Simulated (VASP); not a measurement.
# Au (Gold): structure and properties in VASP

What structure and properties does PBEsol give Au (Gold), and how near are they to the measured ones? The steps: relaxing cell and atoms (PBEsol), density, ELF and potential (PBEsol), band structure (PBEsol), total and projected DOS (PBEsol), volume scan with PBEsol, fit for PBEsol, elastic constants (PBEsol), core levels (PBEsol), band structure (PBEsol + SOC) and self-consistent run (PBEsol) with a changed input. Left out of this account: at least 1 further run (phonons: it ended without a result to show). The start is a cell from a database of measured crystal structures.

Main program and level: VASP 6.6.1; PBEsol; plane waves and PAW (Au), in the first sound run; inputs show where later runs differ.

**Measured values to reproduce.**

“Mechanisms for carbon adsorption on Au(110)-(2*1): A work function analysis” (2018, arxiv:1805.06931) quotes from earlier work for Au, fcc (bulk gold, literature value, 298 K): lattice constant a (cubic lattice constant) 4.078 Å [Literature room-temperature value quoted in the computational methods part; includes …].

For Au, fcc (earlier literature value), “Exploring toroidal anvil profiles for larger sample volumes above 4 Mbar” (2024, pmc:11102561) quotes earlier work: bulk modulus (ambient isothermal K0) 167 GPa [Literature ultrasonic value used as fixed fit input; rounded, table lists 166.7 GPa].

This is a report of a sequence of runs, with most program output left out.

The database entry behind the starting cell differs from later determinations by our own check (about 0.15 % short), so it need not match the best structure at ambient conditions.

### 1. Starting point

Before any relaxation, the start is as follows. The structure is cubic, space group Fm-3m (No. 225). The conventional cell has a = 4.072 Å, b = 4.072 Å, c = 4.072 Å, α = 90.00°, β = 90.00°, γ = 90.00°. Nearest to Au lie 12 Au at 2.88 Å.

Structure file:

```cif
data_structure
_symmetry_space_group_name_H-M 'Fm-3m'
_symmetry_Int_Tables_number 225
_cell_length_a 4.0720
_cell_length_b 4.0720
_cell_length_c 4.0720
_cell_angle_alpha 90.000
_cell_angle_beta 90.000
_cell_angle_gamma 90.000
_cell_volume 67.52
loop_
_atom_site_label
_atom_site_type_symbol
_atom_site_symmetry_multiplicity
_atom_site_Wyckoff_symbol
_atom_site_fract_x
_atom_site_fract_y
_atom_site_fract_z
_atom_site_occupancy
Au1 Au 4 a 0.00000 0.00000 0.00000 1
```

### 2. Relaxing cell and atoms (PBEsol)

The start need not lie at this functional's minimum. ISIF = 3 frees volume, shape and positions, and EDIFFG sets the threshold on forces and stress at which the search stops. PBEsol restores the gradient expansion of exchange and is tuned for the cells of solids.

The input, INCAR:

```
SYSTEM = Au
PREC = Accurate
ENCUT = 400
EDIFF = 1E-06
NELM = 100
ISMEAR = 1
SIGMA = 0.2
LREAL = .FALSE.
ALGO = Normal
GGA = PS
NBANDS = 11
LASPH = .TRUE.
LORBIT = 11
LWAVE = .FALSE.
LCHARG = .FALSE.
KPAR = 2
IBRION = 2
NSW = 60
ISIF = 3
EDIFFG = -0.01
```

The input, POSCAR:

```
Au
1.0
    0.0000000000      2.0360000000      2.0360000000
    2.0360000000      0.0000000000      2.0360000000
    2.0360000000      2.0360000000      0.0000000000
Au
1
Direct
    0.0000000000      0.0000000000      0.0000000000
```

The input, KPOINTS:

```
Automatic mesh
0
Gamma
9 9 9
0 0 0
```

Potentials, in the order of the species: Au (PBE family, release 64).

The run is started by

```sh
$ mpirun -np 2 vasp_std
```

Run time: 3.8 s. Hardware: 2 MPI ranks of Intel Xeon 6975P-C (Granite Rapids), shared host; peak memory 0.24 GiB.

This run has no spin polarisation. Its electron count is odd, so without a moment it is a metal by construction. The k-mesh is coarse for a metal. The PAW data sets were made with PBE, which is usual practice but a small mismatch for other functionals. The run keeps the 48 symmetry operations of its start, so it cannot find a distortion of lower symmetry.

Relaxation path:

```csv
step,energy less that of the first step (eV),largest force (eV/Å),pressure (GPa),volume (Å³)
1,0.0000,0.0000,1.21,16.88
2,0.0010,0.0000,-2.10,17.19
3,-0.0004,0.0000,-0.03,16.99
```

```csv
"conventional cell, symmetrised",before,after,change
a (Å),4.072,4.081,+0.2 %
b (Å),4.072,4.081,+0.2 %
c (Å),4.072,4.081,+0.2 %
volume (Å³/atom),16.88,16.99,+0.7 %
```

Final coordinates:

```
Au
1.0
     0.00000    2.04042    2.04042
     2.04042    0.00000    2.04042
     2.04042    2.04042    0.00000
Au
1
Cartesian
  0.0000 0.0000 0.0000
```

This step gave:

| Property | Result |
| --- | --- |
| electrons | 11 |
| bands | 11 |
| irreducible k-points | 35 |
| symmetry operations | 48 |
| free energy (TOTEN) | -3.948 eV |
| energy at zero smearing | -3.949 eV |
| Fermi energy | 9.230 eV |
| pressure | -0.02839 GPa |
| metallic, judged on the points sampled | yes |
| SCF cycles over all ionic steps | 22 |

It ends with forces that vanish by symmetry and a pressure of -0.03 GPa. The volume lies +0.7 % from that of the database's start.

### 3. Density, ELF and potential (PBEsol)

The relaxed cell gets a fresh self-consistent run, on a basis set for its own volume, to fix the density and to check the remaining stress.

Edit INCAR of step 2 so:

```diff
@@ -14,7 +14,5 @@
 LWAVE = .FALSE.
-LCHARG = .FALSE.
-KPAR = 2
-IBRION = 2
-NSW = 60
-ISIF = 3
-EDIFFG = -0.01
+LCHARG = .TRUE.
+ISIF = 2
+LELF = .TRUE.
+LVHAR = .TRUE.
```

The input, POSCAR:

```
Au
1.0
    0.0000000000      2.0404236080      2.0404236080
    2.0404236080      0.0000000000      2.0404236080
    2.0404236080      2.0404236080      0.0000000000
Au
1
Direct
    0.0000000000      0.0000000000      0.0000000000
```

KPOINTS is that of step 2.

The run is started by

```sh
$ mpirun -np 2 vasp_std
```

It took 2.2 s on 2 MPI ranks; peak memory 0.21 GiB.

This step gave:

```yaml
scf_cycles: 11
bands: 12
fermi_energy: 9.231 eV
pressure: 0.01109 GPa
```

Valence electrons inside each PAW sphere by angular momentum. Sphere charges, by row:

```csv
atom,s (e),p (e),d (e),tot (e)
Au1,0.537,0.359,8.753,9.649
```

ELF in the ac plane of the conventional cell at fractional y = 0.000, with atoms of Au within 0.2 Å of it. It is the smooth field of the valence electrons, not physical close to the nuclei.

Values, 14 rows by 14 columns, each cell a mean:
```
0.01 0.04 0.21 0.33 0.25 0.17 0.13 0.12 0.14 0.20 0.30 0.29 0.12 0.02
0.09 0.16 0.30 0.31 0.22 0.18 0.17 0.17 0.17 0.20 0.26 0.32 0.23 0.12
0.29 0.32 0.32 0.26 0.22 0.22 0.25 0.26 0.24 0.22 0.23 0.29 0.32 0.29
0.30 0.28 0.24 0.22 0.26 0.31 0.33 0.32 0.32 0.29 0.24 0.23 0.26 0.30
0.20 0.19 0.20 0.24 0.32 0.30 0.21 0.18 0.24 0.31 0.29 0.22 0.20 0.20
0.14 0.15 0.19 0.28 0.32 0.16 0.04 0.03 0.08 0.24 0.32 0.24 0.17 0.14
0.11 0.14 0.20 0.30 0.29 0.09 0.01 0.11 0.03 0.18 0.32 0.26 0.17 0.12
0.12 0.14 0.20 0.30 0.29 0.12 0.02 0.01 0.04 0.21 0.33 0.25 0.17 0.13
0.17 0.17 0.20 0.26 0.32 0.23 0.12 0.09 0.16 0.30 0.31 0.22 0.18 0.17
0.26 0.24 0.22 0.23 0.29 0.32 0.29 0.29 0.32 0.32 0.26 0.22 0.22 0.25
0.32 0.32 0.29 0.24 0.23 0.26 0.30 0.30 0.28 0.24 0.22 0.26 0.31 0.33
0.18 0.24 0.31 0.29 0.22 0.20 0.20 0.20 0.19 0.20 0.24 0.32 0.30 0.21
0.03 0.08 0.24 0.32 0.24 0.17 0.14 0.14 0.15 0.19 0.28 0.32 0.16 0.04
0.11 0.03 0.18 0.32 0.26 0.17 0.12 0.11 0.14 0.20 0.30 0.29 0.09 0.01
```
Columns run along a (4.1 Å), rows up along c (4.1 Å), edges of the conventional cell, whose origin can differ from the input's. Atoms in or near the plane, at fractional coordinates: Au at (0.00, 0.00), Au at (0.50, 0.50).

Electrostatic potential energy in the ac plane of the conventional cell at fractional y = 0.000, with atoms of Au within 0.2 Å of it. With pseudopotentials it is smooth inside the atoms' cores, unlike the true potential.

Values in eV, 14 rows by 14 columns, each cell a mean:
```
-66 -60 -42 -16  -1   2   3   3   3   1  -6 -28 -52 -64
-55 -47 -29  -8   0   2   2   2   2   1  -2 -17 -38 -52
-31 -24 -11  -2   0   0  -1  -1   0   1   0  -5 -17 -28
 -7  -4  -1   0  -2  -8 -16 -19 -13  -5  -1   0  -2  -6
  1   2   1  -1 -11 -29 -42 -45 -37 -20  -5   1   1   1
  3   3   2  -4 -24 -47 -60 -63 -56 -37 -13   0   2   3
  3   3   1  -7 -31 -55 -66 -66 -63 -45 -19  -1   2   3
  3   3   1  -6 -28 -52 -64 -66 -60 -42 -16  -1   2   3
  2   2   1  -2 -17 -38 -52 -55 -47 -29  -8   0   2   2
 -1   0   1   0  -5 -17 -28 -31 -24 -11  -2   0   0  -1
-19 -13  -5  -1   0  -2  -6  -7  -4  -1   0  -2  -8 -16
-45 -37 -20  -5   1   1   1   1   2   1  -1 -11 -29 -42
-63 -56 -37 -13   0   2   3   3   3   2  -4 -24 -47 -60
-66 -63 -45 -19  -1   2   3   3   3   1  -7 -31 -55 -66
```
Columns run along a (4.1 Å; values clipped at the 3rd and 97th percentile), rows up along c (4.1 Å), edges of the conventional cell, whose origin can differ from the input's. Atoms in or near the plane, at fractional coordinates: Au at (0.00, 0.00), Au at (0.50, 0.50).

Valence density in the ac plane of the conventional cell at fractional y = 0.000, with atoms of Au within 0.2 Å of it. It is the smooth field of the valence electrons, not physical close to the nuclei.

Values in e/Å³, 14 rows by 14 columns, each cell a mean:
```
4.1 3.2 1.9 0.8 0.3 0.2 0.1 0.1 0.1 0.2 0.5 1.3 2.5 3.7
2.7 2.2 1.3 0.6 0.3 0.2 0.2 0.2 0.2 0.2 0.4 0.9 1.7 2.5
1.4 1.1 0.7 0.4 0.3 0.3 0.3 0.3 0.3 0.3 0.3 0.5 0.9 1.3
0.5 0.4 0.3 0.3 0.4 0.6 0.8 0.9 0.7 0.5 0.3 0.3 0.4 0.5
0.2 0.2 0.2 0.3 0.7 1.3 1.9 2.1 1.7 1.0 0.5 0.3 0.2 0.2
0.1 0.1 0.2 0.4 1.1 2.2 3.2 3.5 2.8 1.7 0.7 0.3 0.2 0.1
0.1 0.1 0.2 0.5 1.4 2.7 4.1 4.6 3.5 2.1 0.9 0.3 0.2 0.1
0.1 0.1 0.2 0.5 1.3 2.5 3.7 4.1 3.2 1.9 0.8 0.3 0.2 0.1
0.2 0.2 0.2 0.4 0.9 1.7 2.5 2.7 2.2 1.3 0.6 0.3 0.2 0.2
0.3 0.3 0.3 0.3 0.5 0.9 1.3 1.4 1.1 0.7 0.4 0.3 0.3 0.3
0.9 0.7 0.5 0.3 0.3 0.4 0.5 0.5 0.4 0.3 0.3 0.4 0.6 0.8
2.1 1.7 1.0 0.5 0.3 0.2 0.2 0.2 0.2 0.2 0.3 0.7 1.3 1.9
3.5 2.8 1.7 0.7 0.3 0.2 0.1 0.1 0.1 0.2 0.4 1.1 2.2 3.2
4.6 3.5 2.1 0.9 0.3 0.2 0.1 0.1 0.1 0.2 0.5 1.4 2.7 4.1
```
Columns run along a (4.1 Å), rows up along c (4.1 Å), edges of the conventional cell, whose origin can differ from the input's. Atoms in or near the plane, at fractional coordinates: Au at (0.00, 0.00), Au at (0.50, 0.50).

In this run the pressure is 0.01 GPa, small enough to go on; single stress components reach 0.01 GPa.

### 4. Band structure (PBEsol)

Levels along the symmetry lines show where the bands peak and cross; KPOINTS_OPT computes them in the converged potential.

The input, INCAR:

```
SYSTEM = Au
PREC = Accurate
ENCUT = 400
EDIFF = 1E-06
NELM = 100
ISMEAR = 1
SIGMA = 0.2
LREAL = .FALSE.
ALGO = Normal
GGA = PS
NBANDS = 16
LASPH = .TRUE.
LORBIT = 11
LWAVE = .FALSE.
LCHARG = .FALSE.
KPAR = 2
```

POSCAR is that of step 3.

KPOINTS is that of step 3.

The input, KPOINTS_OPT:

```
Line mode
16
Line-mode
Reciprocal
  0.00000000   0.00000000   0.00000000 GAMMA
  0.50000000   0.00000000   0.50000000 X

  0.50000000   0.00000000   0.50000000 X
  0.50000000   0.25000000   0.75000000 W

  0.50000000   0.25000000   0.75000000 W
  0.37500000   0.37500000   0.75000000 K

  0.37500000   0.37500000   0.75000000 K
  0.00000000   0.00000000   0.00000000 GAMMA

  0.00000000   0.00000000   0.00000000 GAMMA
  0.50000000   0.50000000   0.50000000 L

  0.50000000   0.50000000   0.50000000 L
  0.62500000   0.25000000   0.62500000 U

  0.62500000   0.25000000   0.62500000 U
  0.50000000   0.25000000   0.75000000 W

  0.50000000   0.25000000   0.75000000 W
  0.50000000   0.50000000   0.50000000 L

  0.50000000   0.50000000   0.50000000 L
  0.37500000   0.37500000   0.75000000 K

  0.62500000   0.25000000   0.62500000 U
  0.50000000   0.00000000   0.50000000 X
```

The run is started by

```sh
$ mpirun -np 2 vasp_std
```

It took 5.8 s on 2 MPI ranks; peak memory 0.24 GiB.

Spin-orbit coupling is off here; it can split and shift levels that hold much weight on Au by tenths of an eV or more.

Numbers from this step:

```
bands    : 16
pressure : 0.01194 GPa
```

Electronic bands along the path, in eV, zero at the Fermi level; # counts the bands kept in this run:

```csv
point,#2,#3,#4,#5,#6,#7,#8
Γ,-4.59,-4.59,-4.59,-3.05,-3.05,14.60,18.61
0.53 of the way,-5.83,-3.85,-3.19,-3.19,-2.43,14.38,14.38
X,-6.67,-1.88,-1.52,-1.52,1.05,5.87,10.06
0.53 of the way,-6.21,-3.33,-2.51,-1.52,3.41,5.22,8.88
W,-5.07,-5.07,-3.21,-1.51,4.80,6.37,6.37
0.47 of the way,-5.64,-4.30,-3.00,-1.68,4.31,5.22,7.41
K,-5.76,-3.74,-2.77,-1.97,3.92,4.74,7.52
0.53 of the way,-5.19,-4.36,-3.77,-3.65,-1.98,11.77,13.71
Γ,-4.59,-4.59,-4.59,-3.05,-3.05,14.60,18.61
0.53 of the way,-4.65,-4.32,-4.32,-2.81,-2.81,10.60,15.56
L,-4.63,-4.63,-1.84,-1.84,-0.94,3.17,14.03
0.53 of the way,-5.13,-3.99,-3.89,-1.97,2.32,3.17,12.09
U,-5.76,-3.74,-2.77,-1.97,3.92,4.74,7.52
0.47 of the way,-5.67,-4.19,-2.95,-1.73,4.23,5.11,7.45
W,-5.07,-5.07,-3.21,-1.51,4.80,6.37,6.37
0.47 of the way,-5.34,-4.29,-3.65,-1.99,3.01,3.18,11.79
L,-4.63,-4.63,-1.84,-1.84,-0.94,3.17,14.03
0.53 of the way,-5.13,-3.99,-3.89,-1.97,2.32,3.17,12.09
K,-5.76,-3.74,-2.77,-1.97,3.92,4.74,7.52
jump to U,-5.76,-3.74,-2.77,-1.97,3.92,4.74,7.52
0.53 of the way,-6.48,-2.38,-2.13,-1.62,2.23,5.49,9.02
X,-6.67,-1.88,-1.52,-1.52,1.05,5.87,10.06
```

There is no gap at this level.

### 5. Total and projected DOS (PBEsol)

A density of states needs more k-points than a total energy, and tetrahedra (ISMEAR = -5) or a smearing that fits the mesh; LORBIT projects the states on the PAW spheres. The mesh is finer than in the run before.

Edit INCAR of step 4 so:

```diff
@@ -5,3 +5,3 @@
 NELM = 100
-ISMEAR = 1
+ISMEAR = -5
 SIGMA = 0.2
@@ -16 +16,2 @@
 KPAR = 2
+NEDOS = 2001
```

POSCAR is that of step 4.

The input, KPOINTS:

```
Automatic mesh
0
Gamma
14 14 14
0 0 0
```

The run is started by

```sh
$ mpirun -np 2 vasp_std
```

It took 4.8 s on 2 MPI ranks; peak memory 0.25 GiB.

With tetrahedra the forces and stress of a metal are not exact derivatives of the energy.

Numbers from this step:

* irreducible k-points: 104
* free energy (TOTEN): -3.924 eV
* Fermi energy: 9.375 eV
* pressure: -0.02396 GPa
* DOS at the Fermi level, one point of the energy grid: 0.2837 states/eV/cell

The density of states has structure finer than the step of the table below, so its rows give means over 1 eV, whole bins alone (the curve runs from -12.0 to 7.91 eV). Peaks (eV: height): total -6.6: 1.89, -4.5: 3.77, -3.4: 2.18, -2.1: 3.10; Au d -6.5: 1.32, -4.5: 3.22, -3.4: 1.94, -2.1: 2.97; Au p -5.5: 0.0823, -4.5: 0.135, -3.9: 0.0798, 5.6: 0.124; Au s -6.9: 0.217, -4.5: 0.0645, 3.3: 0.149, 5.5: 0.117.

States under -12.0 eV and over 7.9 eV are left out. Density of states against energy, zero at the Fermi level; means over each step; values in states/eV/cell:

```csv
energy (eV),total,Au d,Au p,Au s
-11,0,0,0,0
-10,0.0160,6.0e-6,2.3e-4,0.00933
-9,0.0893,0.00199,0.00360,0.0486
-8,0.190,0.0238,0.0117,0.0853
-7,1.07,0.608,0.0349,0.183
-6,1.55,1.18,0.0508,0.0605
-5,2.14,1.75,0.0762,0.0315
-4,2.02,1.71,0.0726,0.0284
-3,1.79,1.62,0.0369,0.0169
-2,1.71,1.60,0.0216,0.0186
-1,0.287,0.183,0.0328,0.0303
0,0.288,0.142,0.0487,0.0410
1,0.287,0.112,0.0602,0.0494
2,0.270,0.0860,0.0556,0.0641
3,0.299,0.0797,0.0486,0.101
4,0.268,0.0652,0.0523,0.0830
5,0.357,0.0682,0.0954,0.0915
6,0.345,0.0588,0.0924,0.0942
7,0.278,0.0434,0.0817,0.0674
```

The finer mesh and the other smearing move the Fermi level by +0.14 eV from the 9×9×9 run, one measure of the sampling error in the zero of the bands above. Of the states within 0.3 eV of the Fermi level, the largest shares in the PAW spheres are Au d 49 %, Au p 17 % and Au s 15 %. The rest lies in smaller channels or between the spheres.

### 6. Volume scan with PBEsol, volume scale 0.94

An equation of state needs energies on both sides of the minimum, all on one mesh and cutoff.

The input, INCAR:

```
SYSTEM = Au
PREC = Accurate
ENCUT = 400
EDIFF = 1E-06
NELM = 100
ISMEAR = 1
SIGMA = 0.2
LREAL = .FALSE.
ALGO = Normal
GGA = PS
NBANDS = 11
LASPH = .TRUE.
LORBIT = 11
LWAVE = .FALSE.
LCHARG = .FALSE.
KPAR = 2
ISIF = 2
```

The input, POSCAR:

```
Au
1.0
    0.0000000000      1.9987706223      1.9987706223
    1.9987706223      0.0000000000      1.9987706223
    1.9987706223      1.9987706223      0.0000000000
Au
1
Direct
    0.0000000000      0.0000000000      0.0000000000
```

The input, KPOINTS:

```
Automatic mesh
0
Gamma
9 9 9
0 0 0
```

The run is started by

```sh
$ mpirun -np 2 vasp_std
```

Run time: 1.8 s. Hardware: 2 MPI ranks; peak memory 0.22 GiB.

The scan keeps the cell's shape and the fractional positions fixed.

This step gave:

- bands: 11
- irreducible k-points: 35
- free energy (TOTEN): -3.909 eV
- energy at zero smearing: -3.909 eV
- Fermi energy: 10.16 eV
- pressure: 13.05 GPa

The pressure here is 13.05 GPa.

### 7. Volume scan with PBEsol, volume scale 0.96

INCAR is that of step 6.

The input, POSCAR:

```
Au
1.0
    0.0000000000      2.0128469355      2.0128469355
    2.0128469355      0.0000000000      2.0128469355
    2.0128469355      2.0128469355      0.0000000000
Au
1
Direct
    0.0000000000      0.0000000000      0.0000000000
```

KPOINTS is that of step 6.

The run is started by

```sh
$ mpirun -np 2 vasp_std
```

The job ended after 2 s (2 MPI ranks; peak memory 0.23 GiB).

This step gave:

| Item | Value |
| --- | --- |
| free energy (TOTEN) | -3.931 eV |
| energy at zero smearing | -3.932 eV |
| Fermi energy | 9.808 eV |
| pressure | 8.140 GPa |

The pressure falls from 13.05 to 8.14 GPa.

The run ends at a pressure of 8.14 GPa.

### 8. Volume scan with PBEsol, volume scale 0.98

INCAR is that of step 7.

The input, POSCAR:

```
Au
1.0
    0.0000000000      2.0267290772      2.0267290772
    2.0267290772      0.0000000000      2.0267290772
    2.0267290772      2.0267290772      0.0000000000
Au
1
Direct
    0.0000000000      0.0000000000      0.0000000000
```

KPOINTS is that of step 7.

The run is started by

```sh
$ mpirun -np 2 vasp_std
```

Wall time 2 s (2 MPI ranks); peak memory 0.23 GiB; 3 s of CPU time.

The pressure falls from 8.14 to 3.82 GPa.

The run ends at a pressure of 3.82 GPa.

### 9. Volume scan with PBEsol, volume scale 1

INCAR is that of step 8.

The input, POSCAR:

```
Au
1.0
    0.0000000000      2.0404236080      2.0404236080
    2.0404236080      0.0000000000      2.0404236080
    2.0404236080      2.0404236080      0.0000000000
Au
1
Direct
    0.0000000000      0.0000000000      0.0000000000
```

KPOINTS is that of step 8.

The run is started by

```sh
$ mpirun -np 2 vasp_std
```

Run time: 2 s. Hardware: 2 MPI ranks; peak memory 0.23 GiB.

The pressure falls from 3.82 to 0.01 GPa.

The run ends at a pressure of 0.01 GPa.

### 10. Volume scan with PBEsol, volume scale 1.02

INCAR is that of step 9.

The input, POSCAR:

```
Au
1.0
    0.0000000000      2.0539367409      2.0539367409
    2.0539367409      0.0000000000      2.0539367409
    2.0539367409      2.0539367409      0.0000000000
Au
1
Direct
    0.0000000000      0.0000000000      0.0000000000
```

KPOINTS is that of step 9.

The run is started by

```sh
$ mpirun -np 2 vasp_std
```

It took 2 s on 2 MPI ranks; peak memory 0.23 GiB; 3 s of CPU time.

The pressure falls from 0.01 to -3.34 GPa.

The run ends at a pressure of -3.34 GPa.

### 11. Volume scan with PBEsol, volume scale 1.04

INCAR is that of step 10.

The input, POSCAR:

```
Au
1.0
    0.0000000000      2.0672743662      2.0672743662
    2.0672743662      0.0000000000      2.0672743662
    2.0672743662      2.0672743662      0.0000000000
Au
1
Direct
    0.0000000000      0.0000000000      0.0000000000
```

KPOINTS is that of step 10.

The run is started by

```sh
$ mpirun -np 2 vasp_std
```

Run time: 2 s. Hardware: 2 MPI ranks; peak memory 0.23 GiB.

The pressure falls from -3.34 to -6.23 GPa.

The run ends at a pressure of -6.23 GPa.

### 12. Volume scan with PBEsol, volume scale 1.06

A prediction first. A least-squares parabola for the 6 pressures of evenly scaled cells so far, P = 0.00 -178.9 t +514 t² GPa with t = ln(V/V₁) and V₁ the volume at scale 1, gives -8.68 GPa at t = +0.0583.

INCAR is that of step 11.

The input, POSCAR:

```
Au
1.0
    0.0000000000      2.0804420739      2.0804420739
    2.0804420739      0.0000000000      2.0804420739
    2.0804420739      2.0804420739      0.0000000000
Au
1
Direct
    0.0000000000      0.0000000000      0.0000000000
```

KPOINTS is that of step 11.

The run is started by

```sh
$ mpirun -np 2 vasp_std
```

Run time: 2 s. Hardware: 2 MPI ranks; peak memory 0.23 GiB; 3 s of CPU time.

The pressure falls from -6.23 to -8.77 GPa. The parabola predicted -8.68 GPa, +0.09 GPa off.

### 13. The series together

Times are for 2 MPI ranks of Intel Xeon 6975P-C (Granite Rapids), shared host. The runs compared:

```csv
no.,volume scale,energy above the lowest point (meV/atom),pressure (GPa),time,memory (GiB)
1,0.94,39.72,13.05,1.8 s,0.22
2,0.96,16.99,8.140,2 s,0.23
3,0.98,4.05,3.824,2 s,0.23
4,1,0,0.01073,2 s,0.23
5,1.02,3.7,-3.339,2 s,0.23
6,1.04,13.75,-6.235,2 s,0.23
7,1.06,29.43,-8.768,2 s,0.23
```

### 14. Fit for PBEsol

This step: Birch-Murnaghan fit, PBEsol; plane waves and PAW (VASP 6.6.1).

This step runs nothing: it gathers the runs above.

This step gave:

* pressure derivative of the bulk modulus: 6.291
* r.m.s. error of the fit: 6.40e-5 eV/atom
* minimum inside the sampled range: yes
* bulk modulus: 178.1 GPa
* equilibrium volume of the fit: 16.99 Å³/atom

Table of energy above the fitted minimum by volume:

```csv
volume (Å³/atom),energy above the fitted minimum (eV/atom)
15.970,0.0396
16.310,0.0169
16.650,0.00397
16.990,-8.5e-5
17.330,0.00362
17.669,0.0137
18.009,0.0293
```

The fit over cells of fixed shape and fractional positions puts the volume +0.01 % from the relaxed one.

(Continued in part 2 of 2.)

[Lines on the potential files, build, host, timing and source positions are cut from VASP's logs without a mark.]

[Logs are printed without paths, hosts, clocks, repeated set-up lines and the standing remarks that a program may print on its own settings, such as how far it seeks lower states.]

[Hosts, paths, dates, database ids (printed as entryN), source tags and the programs' standing remarks are cut or masked in the printed files.]

[A measured line is paired with the nearest computed mode of its activity, which favours agreement.]

[In band tables of VASP the shares of atoms and orbitals are scaled to a sum of 1 inside the atoms' spheres.]
